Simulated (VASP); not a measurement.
Given:

```yaml
crystal:
  lattice:
    - [2.27838, -3.94626, 0.00000]
    - [2.27838, 3.94626, 0.00000]
    - [0.00000, 0.00000, 7.43861]
  atoms:
    - { symbol: Ag, position: [0.66667, 0.33333, 0.50008] }
    - { symbol: Ag, position: [0.33333, 0.66667, 0.00008] }
    - { symbol: I, position: [0.66667, 0.33333, 0.87492] }
    - { symbol: I, position: [0.33333, 0.66667, 0.37492] }
```

Computed with PBEsol GGA, VASP's PBE PAW potentials (set 64) (plane waves; VASP). Run with 400 eV cut-off, 6×6×4 Γ-centred mesh, tetrahedra with Blöchl corrections, potentials Ag I.

Unless said otherwise, spin-orbit coupling is left out, though it shifts the bands of the heavy elements here.

Task: Estimate the energy per atom (σ→0), band gap (on the k-mesh) with the smallest direct gap where there is one.

Result: 
```json
{
 "band gap (on the k-mesh)": "1.23 eV",
 "smallest direct gap (on the k-mesh)": "1.23 eV",
 "energy per atom (σ→0)": "-2.727 eV/atom"
}
```

Only differences to runs with the same potentials and settings are physical.

The compound is AgI in the wurtzite structure. It was relaxed first.
